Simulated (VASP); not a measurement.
BiTe:

```xyz
2
Lattice="0.0000 3.2350 3.2350 3.2350 0.0000 3.2350 3.2350 3.2350 0.0000" Properties=species:S:1:pos:R:3 pbc="T T T"
Bi    0.0000    0.0000    0.0000
Te    3.2350    3.2350    3.2350
```

```yaml
Program: VASP 6.6.1
Task: single point
Functional: PBEsol
Potentials_or_basis: VASP PAW PBE potentials, release 64 (Bi_d, Te)
Cutoff: 520 eV
k_mesh: 7 × 7 × 7
Occupations: fermi-dirac, width 0.05 eV
Spin: no spin polarisation
```

On this cell: pressure -1.6 GPa; largest force zero by symmetry; band gap on the k mesh none (metal or under the smearing width).

The same run follows on a disturbed copy (atoms moved at random, drawn with an rms of 0.05 Å):

```
Bi Te
1.0
     0.00000    3.23500    3.23500
     3.23500    0.00000    3.23500
     3.23500    3.23500    0.00000
Bi Te
1 1
Direct
  0.98294 0.99120 0.02381
  0.49611 0.49225 0.50219
```

Question: What changes?

Answer: The energy (extrapolated to zero smearing) moves by +4.8 meV/atom; pressure -1.4 GPa; largest force 0.227 eV/Å; band gap on the k mesh none (metal or under the smearing width).

Forces in eV/Å, atoms in the order of the input:
```
Bi  -0.178 -0.072  0.122
Te   0.178  0.072 -0.122
```

Stress tensor (GPa, compression positive):
```
-1.41 -0.05  0.09
-0.05 -1.47  0.04
 0.09  0.04 -1.45
```

Caveats: the PAW data sets were made with another functional, which shifts forces and pressure a little; spin-orbit coupling is left out, which moves the levels of the heavy elements.
